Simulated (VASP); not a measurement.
The system is RuF2.

```
Ru F
1.0
     1.47662    0.85253    4.46437
    -1.47662    0.85253    4.46437
     0.00000   -1.70505    4.46437
Ru F
1 2
Direct
  0.00000 0.00000 0.00000
  0.25200 0.25200 0.25200
  0.74800 0.74800 0.74800
```

The cell was built by a generator and needn't be a form met in nature.

Base run:

* Program: VASP 6.6.1
* Functional: PBEsol
* Potentials or basis: VASP PAW PBE potentials, release 64 (Ru_pv, F)
* Cutoff: 520 eV
* k mesh: 7 × 7 × 7
* Occupations: gaussian, width 0.05 eV
* Spin: collinear spin, ferromagnetic start
* Starting moments: [1.0, 0.0, 0.0] μB
* Fixed moment: 4 μB

Its results: pressure 61.1 GPa; net moment 4.00 μB per cell; largest force 4.930 eV/Å.

Question: The run is repeated on the same cell with these changes: fixed moment from 4 μB to none; further incar settings from ALGO = Normal; EDIFF = 1e-06; NBANDS = 25 to ALGO = Fast; EDIFF = 1e-06. What comes out?

Answer: Pressure 23.8 GPa; net moment 0.00 μB per cell; largest force 1.137 eV/Å.

Caveats: the moment is held away from its start (some runs); a pressure of tens of GPa on the cell as given is suspect, and the run, the potentials or the cell itself is likely at fault (some runs); the PAW data sets were made with another functional, which shifts forces and pressure a little (some runs); the total moment is fixed, so each spin has its own Fermi level (some runs); so large a pressure means that the cell lies far from this level's equilibrium, or that cutoff or potentials fall short (some runs); the potentials were made for another functional, which shifts forces and pressure (some runs).
